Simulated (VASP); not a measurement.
Te2Mo: single point with PBE+D3(BJ)

Te2Mo, a slab with vacuum:

```
Te Mo
1.0
     3.49569    0.00000    0.00000
    -1.74784    3.02735    0.00000
     0.00000    0.00000   32.33102
Te Mo
6 3
Direct
  0.66667 0.33333 0.23198
  0.66667 0.33333 0.34444
  0.33333 0.66667 0.44377
  0.33333 0.66667 0.55623
  0.66667 0.33333 0.65556
  0.66667 0.33333 0.76802
  0.33333 0.66667 0.28821
  0.66667 0.33333 0.50000
  0.33333 0.66667 0.71179
```

| Property | Result |
| --- | --- |
| Program | VASP 6.6.1 |
| Task | single point |
| Functional | PBE |
| Dispersion | D3(BJ) |
| Potentials or basis | VASP PAW PBE potentials, release 64 (Te, Mo_sv) |
| Cutoff | 520 eV |
| k mesh | 9 × 9 × 1 |
| Occupations | gaussian, width 0.03 eV |
| Spin | no spin polarisation |
| Dipole correction | yes |
| Further INCAR settings | ALGO = Normal; EDIFF = 1e-06 |

The largest force is 0.035 eV/Å and the band gap on the k mesh is 0.79 eV, indirect (least direct gap 1.12 eV). The dispersion energy per atom is -0.502 eV and the ionisation potential of the upper face is 4.64 eV.

Forces in eV/Å, atoms in the order of the input:
```
Te   0.000  0.000 -0.014
Te   0.000  0.000  0.035
Te   0.000  0.000 -0.005
Te   0.000  0.000  0.005
Te   0.000  0.000 -0.035
Te   0.000  0.000  0.014
Mo   0.000  0.000 -0.023
Mo   0.000  0.000  0.000
Mo   0.000  0.000  0.023
```

Levels at points of the mesh, in eV from the valence-band top:
| k point | band 37 | band 38 | band 39 | band 40 | band 41 | band 42 |
| --- | --- | --- | --- | --- | --- | --- |
| (0.00, 0.00, 0.00) | -0.98 | -0.07 | 0.00 | 2.91 | 2.91 | 2.97 |

Core levels (eV, on the scale of the bands):
```
atom                                                                                                levels
1 Te  1s -31612.0, 2s -4839.6, 2p -4343.0, 3s -955.9, 3p -794.5, 3d -550.8, 4s -155.4, 4p -105.5, 4d -32.8
2 Te  1s -31612.1, 2s -4839.6, 2p -4343.0, 3s -955.9, 3p -794.5, 3d -550.8, 4s -155.4, 4p -105.5, 4d -32.8
3 Te  1s -31612.1, 2s -4839.6, 2p -4343.0, 3s -955.9, 3p -794.5, 3d -550.8, 4s -155.4, 4p -105.5, 4d -32.8
4 Te  1s -31612.1, 2s -4839.6, 2p -4343.0, 3s -955.9, 3p -794.5, 3d -550.8, 4s -155.4, 4p -105.5, 4d -32.8
5 Te  1s -31612.1, 2s -4839.6, 2p -4343.0, 3s -955.9, 3p -794.5, 3d -550.8, 4s -155.4, 4p -105.5, 4d -32.8
6 Te  1s -31612.0, 2s -4839.6, 2p -4343.0, 3s -955.9, 3p -794.5, 3d -550.8, 4s -155.4, 4p -105.5, 4d -32.8
```

Wall time 94 s on 4 MPI ranks on Intel(R) Xeon(R) 6975P-C (Granite Rapids), with other jobs on the host, peak memory 0.51 GiB a rank.

Caveat: spin-orbit coupling is left out, which moves the levels of the heavy elements.
